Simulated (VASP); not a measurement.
The system is CaHgI3.

```
CELL_PARAMETERS angstrom
5.94556 0.00000 0.00000
0.00000 5.94556 0.00000
0.00000 0.00000 5.94556
ATOMIC_POSITIONS crystal
Ca 0.50000 0.50000 0.50000
Hg 0.00000 0.00000 0.00000
I 0.50000 0.00000 0.00000
I 0.00000 0.50000 0.00000
I 0.00000 0.00000 0.50000
```

The cell was built by a generator and needn't be a form met in nature.

| Item | Value |
| --- | --- |
| Program | VASP 6.6.1 |
| Task | relaxation of cell and atoms |
| Functional | PBEsol |
| Potentials or basis | VASP PAW PBE potentials, release 64 (Ca_sv, Hg, I) |
| Cutoff | 600 eV |
| k mesh | 5 × 5 × 5 |
| Occupations | gaussian, width 0.05 eV |
| Spin | no spin polarisation |

At the start: pressure -1.4 GPa; volume 42.03 Å³/atom.

Task: How do energy, volume and symmetry change on relaxing?

Result: Over 3 steps the energy falls by 12.3 meV/atom and the volume is 39.47 Å³/atom (-6.1 %); space group Pm-3m (No. 221, to 0.05 Å).

The path:
| step | energy change (eV) | largest force (eV/Å) | pressure (GPa) | volume (Å³) |
| --- | --- | --- | --- | --- |
| 1 | 0.0000 | 0.0000 | -1.43 | 210.17 |
| 2 | -0.0602 | 0.0000 | -0.22 | 198.97 |
| 3 | -0.0614 | 0.0000 | -0.01 | 197.35 |

Final structure:
```yaml
crystal:
  lattice:
    - [5.82206, 0.00000, 0.00000]
    - [0.00000, 5.82206, 0.00000]
    - [0.00000, 0.00000, 5.82206]
  atoms:
    - { symbol: Ca, position: [0.50000, 0.50000, 0.50000] }
    - { symbol: Hg, position: [0.00000, 0.00000, 0.00000] }
    - { symbol: I, position: [0.50000, 0.00000, 0.00000] }
    - { symbol: I, position: [0.00000, 0.50000, 0.00000] }
    - { symbol: I, position: [0.00000, 0.00000, 0.50000] }
```

Caveat: the PAW data sets were made with another functional, which shifts forces and pressure a little; an odd number of electrons without spin polarisation forces a metal; a magnetic or distorted state may lie lower.
